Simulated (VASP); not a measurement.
VASP runs on RuRh₃ (space group Fm-3m) share one base input (PBE GGA, plane waves, VASP's PBE PAW potentials (set 64)) and change the settings named in each case.

**POSCAR**
```
RuRh3
1.0
  0.0000000000   3.1339100000   3.1339100000
  3.1339100000   0.0000000000   3.1339100000
  3.1339100000   3.1339100000   0.0000000000
Ru Rh
1 3
Cart
  0.0000000000   0.0000000000   0.0000000000
  3.1339100000   3.1339100000   3.1339100000
  1.5669550000   1.5669550000   1.5669550000
  4.7008650000   4.7008650000   4.7008650000
```

**KPOINTS**
```
Automatic mesh
0
Gamma
6 6 6
0 0 0
```

### INCAR
```
SYSTEM  =  RuRh3
PREC  =  Accurate; ENCUT  =  300; LREAL  =  .FALSE.
LASPH  =  .TRUE.
EDIFF  =  1E-6; NELM  =  100; ALGO  =  Normal
LMAXMIX  =  4
ISMEAR  =  -1; SIGMA  =  0.136
GGA  =  PE
ISIF  =  2
LWAVE  =  .FALSE.; LCHARG  =  .FALSE.
```

POTCAR, in this order: Ru_pv Rh_pv (PBE.64 set). Program: vasp_std.

```json
[
 {"change": "base run", "E(σ→0) (eV/atom)": "-7.2863", "pressure (GPa)": "-13.27", "−TS (eV)": "-0.5669"},
 {"change": "GGA removed, POTCAR Ru_pv Rh_pv (LDA.64 set)", "E(σ→0) (eV/atom)": "-8.5524", "pressure (GPa)": "-26.65", "−TS (eV)": "-0.5671"},
 {"change": "GGA_COMPAT = .FALSE., LNONCOLLINEAR = .TRUE., LSORBIT = .TRUE., MAGMOM = 0.0 0.0 0.0 0.0 0.0 0.0 0.0 0.0 0.0 0.0 0.0 0.0, program vasp_ncl", "E(σ→0) (eV/atom)": "-7.4450", "pressure (GPa)": "-12.93", "−TS (eV)": "-0.5582"},
 {"change": "KPOINTS 2×2×2 Γ-centred mesh", "E(σ→0) (eV/atom)": "-7.0691", "pressure (GPa)": "-7.28", "−TS (eV)": "-0.6131"}
]
```
 Energies of different potentials or functionals have different zeros.  At 300 eV the pressure can carry a Pulay error.

Left out are runs that ran out of time, are held back, or changed the cell or the kind of run, fixed moments of cells without a moment, rows past the twelfth, gaps on odd meshes, pressures of charged cells and columns that move by less than the noise.

The structure was generated: RuRh3 was put into an ordered model structure, which need not be its known phase. The cell was not relaxed at this level, its lattice was scaled by up to 2.5 %.
